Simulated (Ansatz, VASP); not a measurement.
**La3Zr: VASP beside Ansatz**

Contents of run.py:

```python
from ase.calculators.vasp import Vasp
from ase.dft.bandgap import bandgap
from ase.io import read

atoms = read('La3Zr.xyz')
calc = Vasp(
    directory='calc',
    xc='pbe',
    pp='PBE',
    setups='gw',
    prec='Accurate',
    encut=550,
    ediff=1e-06,
    ismear=0,
    sigma=0.1,
    lreal=False,
    lasph=True,
    nelm=60,
    algo='Normal',
    isif=2,
    lwave=False,
    lcharg=False,
    kpts=[5, 5, 5],
    gamma=True,
)
atoms.calc = calc

print('energy (eV):', atoms.get_potential_energy())
print('free energy (eV):', atoms.get_potential_energy(force_consistent=True))
print('forces (eV/A):')
print(atoms.get_forces())
print('stress (eV/A^3, Voigt):', atoms.get_stress())
print('Fermi level (eV):', calc.get_fermi_level())
gap, top, bottom = bandgap(calc)
print('band gap (eV):', gap, 'from (spin, k, band)', top, 'to', bottom)
```

The input La3Zr.xyz:

```xyz
4
Lattice="5.0726737400 0.0000000000 0.0000000000 0.0000000000 5.0726737400 0.0000000000 0.0000000000 0.0000000000 5.0726737400" Properties=species:S:1:pos:R:3 pbc="T T T"
La     2.5363368700      2.5363368700      0.0000000000
La     2.5363368700      0.0000000000      2.5363368700
La     0.0000000000      2.5363368700      2.5363368700
Zr     0.0000000000      0.0000000000      0.0000000000
```

File input.yaml:

```yaml
crystal:
  lattice:
    - [5.07267374, 0.0, 0.0]
    - [0.0, 5.07267374, 0.0]
    - [0.0, 0.0, 5.07267374]
  atoms:
    - { symbol: La, position: [0.5, 0.5, 0.0] }
    - { symbol: La, position: [0.5, 0.0, 0.5] }
    - { symbol: La, position: [0.0, 0.5, 0.5] }
    - { symbol: Zr, position: [0.0, 0.0, 0.0] }
hamiltonian:
  xc: pbe
  pseudopotentials: { kind: paw }
kpoints:
  mp_grid: { grid: [5, 5, 5] }
scf:
  occupations: { method: gaussian, width: 0.1 }
output:
  forces: true
  stress: true
  eigenvalues: true
  write_density: true
  write_potential: true
  elf: true
  volumetric_format: npy
```

The cell comes from a database or a generator and needn't be the stable form of this composition.

Alike in both runs: task single point; functional PBE; k mesh 5 × 5 × 5; occupations gaussian, width 0.1 eV; no spin polarisation.

|  | VASP | Ansatz |
| --- | --- | --- |
| version | VASP 6.6.1 | Ansatz 0.2.0 |
| potentials or method | VASP PAW PBE potentials, release 64 (La_GW, Zr_sv_GW) | Ansatz PAW |
| plane-wave cutoff (eV) | 550 | 420 |
| valence electrons in the cell | 45 | 45 |

```csv
,VASP,Ansatz,Ansatz less VASP
gap on the k mesh at the Fermi level (eV),none,none,-
pressure (GPa),-0.4,-0.2,+0.15
```

A gap of «none» marks a metal or a gap that the smearing closes. The functional is the same, so the differences come from potentials, cutoffs and numerics.

The runs have no spin-orbit coupling, so splittings on La are missing.
